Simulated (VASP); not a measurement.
Runs of VASP 6.6.1 on GeSe (Germanium monoselenide). The cell holds a molecule in a box, 2 atoms: a = 9.000 Å, b = 9.000 Å, c = 12.000 Å, α = 90.00°, β = 90.00°, γ = 90.00°. 

```tsv
level	grid for exact exchange (PRECFOCK)	screening parameter	exchange at q = 0	gap on the mesh (eV)	largest force (eV/Å)
HSE06+D4	Fast	0.2 1/A	-	(a)	0.11
BLYP+D4	-	-	-	(c)	1.00
PBE0+D3(BJ)	Normal	-	default	5.15	0.12
r2SCAN+D4	-	-	-	3.77	-
r2SCAN0+D4	Normal	-	truncated	5.34	(b)
```

Alike in all rows: task single point; potentials or basis VASP PAW PBE potentials, release 64 (Ge_d, Se); no spin polarisation; cell as given; k mesh 1 × 1 × 1; cutoff (eV) 520; smearing gaussian 0.01 eV.

Task: Estimate the missing entries.

Result: (a) 4.38; (b) 0.44; (c) 3.37.

Caveats: the PAW data sets were made with another functional, which shifts forces and pressure a little.

A k mesh can miss the band edges, and the runs leave out spin-orbit coupling on Ge, Se.

Runs at the PBE level aren't shown here.
